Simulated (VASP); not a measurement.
Consider the following.

```
Sn3SeTe2
1.0
    4.42266     0.00000     0.00000
   -2.21133     3.83014     0.00000
    0.00000     0.00000    10.80458
Sn Te Se
3 2 1
Direct
  0.00000   0.00000   0.50000
  0.33333   0.66667   0.15198
  0.66667   0.33333   0.84802
  0.33333   0.66667   0.67417
  0.66667   0.33333   0.32583
  0.00000   0.00000   0.00000
```

Calculation: r2SCAN meta-GGA, VASP's PBE PAW potentials (set 64) (plane waves; VASP). Settings: 400 eV cut-off, 7×7×3 Γ-centred mesh, tetrahedra with Blöchl corrections, potentials Sn_d Te Se.

The cores are frozen, which limits the accuracy of field gradients.

Task: Give the principal components of the electric field gradient (V/Å²) and the asymmetry η at each nucleus.

Result: 
| atom | Vxx | Vyy | Vzz | η |
|---|---|---|---|---|
| Sn1 | 4.8 | 4.8 | -9.5 | 0.00 |
| Sn2 | 5.0 | 5.0 | -10.1 | 0.00 |
| Sn3 | 5.0 | 5.0 | -10.1 | 0.00 |
| Te4 | -15.3 | -15.3 | 30.5 | 0.00 |
| Te5 | -15.3 | -15.3 | 30.5 | 0.00 |
| Se6 | 24.5 | 24.5 | -48.9 | 0.00 |

The structure comes from a computed database's Sn3Te2Se entry (P-3m1); how it stands against other phases isn't given here. It was relaxed first.
